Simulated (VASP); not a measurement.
Given:

```
Nb3Sn
1.0
    5.30433     0.00000     0.00000
    0.00000     5.30433     0.00000
    0.00000     0.00000     5.30433
Nb Sn
6 2
Cartesian
  1.32608   0.00000   2.65216
  3.97825   0.00000   2.65216
  2.65216   3.97825   0.00000
  2.65216   1.32608   0.00000
  0.00000   2.65216   3.97825
  0.00000   2.65216   1.32608
  0.00000   0.00000   0.00000
  2.65216   2.65216   2.65216
```

All values below come from PBE GGA, VASP's PBE PAW potentials (set 64) (plane waves; VASP 6.6.1). Numerical set-up: 300 eV cut-off, 5×5×5 Γ-centred mesh, Fermi-Dirac smearing of 0.10 eV, potentials Nb_sv Sn_d.

Unless said otherwise, spin-orbit coupling is left out, though it shifts the bands of the heavy elements here.

Problem. What does the run give for the energy per atom (σ→0), band gap (on the k-mesh) with the smallest direct gap where there is one?

Solution. 
```json
{
 "band gap (on the k-mesh)": "none (metal, semimetal or under 0.01 eV)",
 "energy per atom (σ→0)": "-8.789 eV/atom"
}
```

Total energies compare only between runs with the same potentials, cut-off and functional.

The structure comes from a computed database's Nb3Sn entry; how it stands against other phases isn't given here. The cell was not relaxed at this level.
